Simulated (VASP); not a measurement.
VASP ran on this input.

**INCAR**
```
# general
SYSTEM  =CoAl
PREC    =Accurate
ENCUT   =520
LREAL   =.FALSE.
LASPH   =.TRUE.

# electronic loop
EDIFF   =1E-6
NELM    =100
ALGO    =Normal
LMAXMIX =4

# smearing
ISMEAR  =1
SIGMA   =0.1

# functional
GGA     =BO
LUSE_VDW=.TRUE.
AGGAC   =0.0
PARAM1  =0.1833333333
PARAM2  =0.22

# ions
IBRION  =2
NSW     =60
ISIF    =3
EDIFFG  =-0.01

# output
LWAVE   =.FALSE.
LCHARG  =.FALSE.
```

File POSCAR:
```
CoAl
1
    2.8600000000     0.0000000000     0.0000000000
    0.0000000000     2.8600000000     0.0000000000
    0.0000000000     0.0000000000     2.8600000000
Al Co
1 1
Direct
  0.5000000000   0.5000000000   0.5000000000
  0.0000000000   0.0000000000   0.0000000000
```

File KPOINTS:
```
Automatic mesh
0
Gamma
11 11 11
0 0 0
```

POTCAR, in this order: Al Co (PBE.64 set). Program: vasp_std.

Write an equivalent input for Quantum ESPRESSO's pw.x.

One equivalent input (not run):
```
&CONTROL
  calculation = 'vc-relax'
  pseudo_dir = './pseudo'
  outdir = './out'
  tprnfor = .true.
  tstress = .true.
  nstep = 60
  forc_conv_thr = 0.00039
/
&SYSTEM
  ibrav = 0
  nat = 2
  ntyp = 2
  ecutwfc = 96
  occupations = 'smearing'
  smearing = 'methfessel-paxton'
  degauss = 0.00735
  input_dft = 'vdw-df-obk8'
/
&ELECTRONS
  conv_thr = 7.3e-08
  electron_maxstep = 100
/
&IONS
/
&CELL
/
ATOMIC_SPECIES
  Al 26.982 Al.upf
  Co 58.933 Co.upf
CELL_PARAMETERS angstrom
     2.8600000    0.0000000    0.0000000
     0.0000000    2.8600000    0.0000000
     0.0000000    0.0000000    2.8600000
ATOMIC_POSITIONS crystal
  Al   0.5000000  0.5000000  0.5000000
  Co   0.0000000  0.0000000  0.0000000
K_POINTS automatic
  11 11 11 0 0 0
```
What does not carry over: the potentials are each code's own (VASP's PAW set, PseudoDojo norm-conserving files in pw.x), so ENCUT and ecutwfc are chosen apart and not converted; conv_thr bounds pw.x's estimated SCF error, while EDIFF bounds the energy change between steps; forc_conv_thr acts on force components and is met together with etot_conv_thr.

The compound is CoAl in the CsCl type structure. This run relaxes it. Symmetry was kept, so distortions that lower it aren't found.
